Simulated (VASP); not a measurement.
Set up this calculation in VASP 6.6.1, as the native input.

```yaml
Task: atomic charges
Functional: PBE
Dispersion: TS
Potentials_or_basis: VASP PAW PBE potentials, release 64 (N, C, Br, H)
Cutoff: 520 eV
k_mesh: 1 × 1 × 1
Occupations: gaussian, width 0.01 eV
Spin: no spin polarisation
Further_INCAR_settings: ALGO = Normal; EDIFF = 1e-06
```

The structure of NCBrH2 lies in POSCAR:

```
H2CBrN
1.0
   13.0000000000      0.0000000000      0.0000000000
    0.0000000000     11.0000000000      0.0000000000
    0.0000000000      0.0000000000     11.0000000000
N C Br H
1 1 1 2
Direct
    0.4276384600      0.4499636400      0.5132000000
    0.5127153800      0.4962909100      0.4897000000
    0.6274153800      0.4709545500      0.5932181800
    0.3745846200      0.4724727300      0.4487181800
    0.5338615400      0.5538545500      0.4129636400
```

These files were run (other wordings do the same):

INCAR

```
SYSTEM = H2CBrN
ALGO     = Normal         ! electronic algorithm
EDIFF    = 1E-6           ! SCF threshold, eV
ENCUT    = 520            ! plane-wave cutoff, eV
GGA      = PE             ! functional
ISIF     = 2              ! what is computed and relaxed
ISMEAR   = 0              ! smearing method
IVDW     = 2              ! dispersion correction
LASPH    = .TRUE.         ! aspherical terms in the spheres
LCHARG   = .TRUE.         ! write CHGCAR
LELF     = .TRUE.         ! ELF
LORBIT   = 11             ! projections on sites
LREAL    = .FALSE.        ! projectors in reciprocal space
LVACPOTAV= .TRUE.       
LVHAR    = .TRUE.       
LWAVE    = .FALSE.        ! write WAVECAR
NELM     = 80             ! most SCF steps
PREC     = Accurate       ! precision mode
SIGMA    = 0.01           ! smearing width, eV
```

KPOINTS

```
k-points
0
G
  1 1 1
  0 0 0
```

Potentials or basis: VASP PAW PBE potentials, release 64 (N, C, Br, H).

Command:

```bash
$ cat potpaw_PBE.64/N/POTCAR potpaw_PBE.64/C/POTCAR potpaw_PBE.64/Br/POTCAR potpaw_PBE.64/H/POTCAR > POTCAR
$ mpirun -np 1 vasp_gam > vasp.out
```

It gave:

```json
{
  "Largest force": "0.849 eV/Å",
  "Gap between the frontier levels": "5.00 eV",
  "Valence electrons inside the program's atomic spheres": "N 3.92; C 2.57; Br 4.88; H 0.72, 0.69",
  "Hirshfeld charges": "N -0.21; C +0.04; Br -0.02; H +0.12, +0.06 e",
  "Dispersion energy per atom": "-0.002 eV"
}
```

Caveat: the standard files for N, O and F lose accuracy on very short bonds.

Wall time 2.9 min on 1 thread of Intel(R) Xeon(R) Platinum 8488C (Sapphire Rapids), on a shared host, peak memory 1.2 GiB.
